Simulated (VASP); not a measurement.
VASP input:

**INCAR**
```
AGGAC = 0.0
ALGO = Normal
EDIFF = 1E-7
ENCUT = 520
GGA = ML
ISIF = 2
ISMEAR = 1
LASPH = T
LCHARG = F
LREAL = F
LUSE_VDW = T
LWAVE = F
NELM = 100
PREC = Accurate
SIGMA = 0.1
SYSTEM = Li
ZAB_VDW = -1.8867
```

File KPOINTS:
```
Automatic mesh
0
Gamma
  15 15 15
```

### POSCAR
```
Li
1.0
 -1.6768847568   1.6768847568   1.6768847568
  1.6768847568  -1.6768847568   1.6768847568
  1.6768847568   1.6768847568  -1.6768847568
Li
1
direct
  0.0000000000   0.0000000000   0.0000000000
```

POTCAR, in this order: Li_sv (PBE.64 set). Program: vasp_std.

Task: Translate this vdW-DF2 calculation to Quantum ESPRESSO's pw.x.

Result: One equivalent input (not run):
```
&CONTROL
  calculation = 'scf'
  pseudo_dir = './pseudo'
  outdir = './out'
  tprnfor = .true.
  tstress = .true.
/
&SYSTEM
  ibrav = 0
  nat = 1
  ntyp = 1
  ecutwfc = 74
  occupations = 'smearing'
  smearing = 'methfessel-paxton'
  degauss = 0.00735
  input_dft = 'vdw-df2'
/
&ELECTRONS
  conv_thr = 7.3e-09
  electron_maxstep = 100
/
ATOMIC_SPECIES
  Li 6.940 Li.upf
CELL_PARAMETERS angstrom
    -1.6768848    1.6768848    1.6768848
     1.6768848   -1.6768848    1.6768848
     1.6768848    1.6768848   -1.6768848
ATOMIC_POSITIONS crystal
  Li   0.0000000  0.0000000  0.0000000
K_POINTS automatic
  15 15 15 0 0 0
```
What does not carry over: the potentials are each code's own (VASP's PAW set, PseudoDojo norm-conserving files in pw.x), so ENCUT and ecutwfc are chosen apart and not converted; conv_thr bounds pw.x's estimated SCF error, while EDIFF bounds the energy change between steps.

The compound is Li in the bcc structure. This cell is one point of a volume scan, at 0.97 of the reference volume.
